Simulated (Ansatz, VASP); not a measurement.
# One calculation of SbBr, two programs

INCAR

```
PREC = Accurate ; ENCUT = 600
EDIFF = 1E-6 ; ISMEAR = 0
SIGMA = 0.1 ; LREAL = F
LASPH = T ; NELM = 80
ALGO = Normal ; ISIF = 3
LWAVE = F ; LCHARG = F
GGA = PE ; IBRION = 2
NSW = 90 ; EDIFFG = -0.04
```

File KPOINTS:

```
Automatic mesh
0
Gamma
  4 4 4
```

The input POSCAR:

```
SbBr
1.0
    0.0000000000      3.3404115100      3.3404115100
    3.3404115100      0.0000000000      3.3404115100
    3.3404115100      3.3404115100      0.0000000000
Sb Br
1 1
Direct
    0.0000000000      0.0000000000      0.0000000000
    0.7500000000      0.7500000000      0.7500000000
```

Input for Ansatz:

```yaml
crystal:
  lattice:
    - [0.0, 3.34041151, 3.34041151]
    - [3.34041151, 0.0, 3.34041151]
    - [3.34041151, 3.34041151, 0.0]
  atoms:
    - { symbol: Sb, position: [0.0, 0.0, 0.0] }
    - { symbol: Br, position: [0.75, 0.75, 0.75] }
basis:
  ecutwfc: 420
kpoints:
  mp_grid: { grid: [4, 4, 4] }
hamiltonian:
  xc: pbe
scf:
  occupations: { method: gaussian, width: 0.1 }
  lower_state_search: "off"
output:
  forces: true
  stress: true
  eigenvalues: true
relax:
  adjacent_minimum: "off"
  f_tol: 0.04
  max_steps: 70
  cell: { stress_tol: 0.4 }
```

Change from the starting cell: species swapped into the AlAs type (F-43m, No. 216).

Alike in both runs: task relaxation of cell and atoms; functional PBE; k mesh 4 × 4 × 4; occupations gaussian, width 0.1 eV; no spin polarisation.

|  | VASP | Ansatz |
| --- | --- | --- |
| version | VASP 6.6.1 | Ansatz 0.2.0 |
| potentials or method | VASP PAW PBE potentials, release 64 (Sb, Br) | scalar-relativistic, plane waves, PAW |
| plane-wave cutoff (eV) | 600 | 420 |
| valence electrons in the cell | 12 | 22 |

|  | VASP | Ansatz | Ansatz less VASP |
| --- | --- | --- | --- |
| gap on the k mesh at the Fermi level, each at its own relaxed structure (eV) | none | none | - |
| relaxed volume (Å³/atom) | 44.02 | 43.88 | -0.143 |
| relaxed cell length with the largest relative difference (Å) | 4.993 | 4.988 | -0.0054 |
| energy change over the relaxation (meV/atom) | -93 | -95 | -2.8 |

A gap of «none» marks a metal or a gap that the smearing closes. The two sets of potentials don't hold the same shells in valence.

Caveats: the k mesh is coarse (spacing up to 0.41 Å⁻¹), so the values aren't converged; the volume moved by over 15 % at a fixed basis, so the end points are rough (VASP). The runs have no spin-orbit coupling, so splittings on Sb are missing.
